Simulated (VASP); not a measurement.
Set up this calculation in VASP 6.6.1, as the native input.

```
Task                   : single point
Functional             : PBE
Potentials or basis    : VASP PAW PBE potentials, release 64 (Cs_sv, Ru_pv)
Cutoff                 : 520 eV
k mesh                 : 4 × 4 × 4
Occupations            : gaussian, width 0.1 eV
Spin                   : no spin polarisation
Dipole correction      : no
Further INCAR settings : ALGO = Fast; EDIFF = 1e-06; NBANDS = 26
```

The structure of CsRu2 lies in POSCAR:

```
CsRu2
1.0
    3.7029176799      0.0000000000      0.0000000000
    0.0000000000      3.7029176799      0.0000000000
    0.0000000000      0.0000000000      5.0189382853
Cs Ru
1 2
Direct
    0.0000000000      0.0000000000      0.5000000000
    0.5000000000      0.5000000000      0.5000000000
    0.0000000000      0.0000000000      0.0000000000
```

The cell was built by a generator and needn't be a form met in nature.

The cell isn't the ideal one: random cell by space group and Wyckoff sites (P4/mmm, No. 123).

These files were run (other wordings do the same):

INCAR

```
ALGO = Fast ; EDIFF = 1E-6
ENCUT = 520 ; GGA = PE
ISIF = 2 ; ISMEAR = 0
LASPH = True ; LCHARG = True
LELF = True ; LREAL = False
LVHAR = True ; LWAVE = False
NBANDS = 26 ; NELM = 100
PREC = Accurate ; SIGMA = 0.1
```

KPOINTS

```
k-points
0
Gamma
  4 4 4
```

Potentials or basis: VASP PAW PBE potentials, release 64 (Cs_sv, Ru_pv).

Command:

```bash
$ cat potpaw_PBE.64/Cs_sv/POTCAR potpaw_PBE.64/Ru_pv/POTCAR > POTCAR
$ mpirun -np 1 vasp_std > vasp.out
```

It gave:

```yaml
Pressure: 3.9 GPa
Band_gap_on_the_k_mesh: none (metal or under the smearing width)
```

Caveat: the k mesh is coarse (spacing up to 0.42 Å⁻¹), so the values aren't converged.

Run time: 32 s on 1 thread of Intel(R) Xeon(R) Platinum 8375C CPU @ 2.90GHz (Ice Lake), on a shared host, peak memory 0.18 GiB.
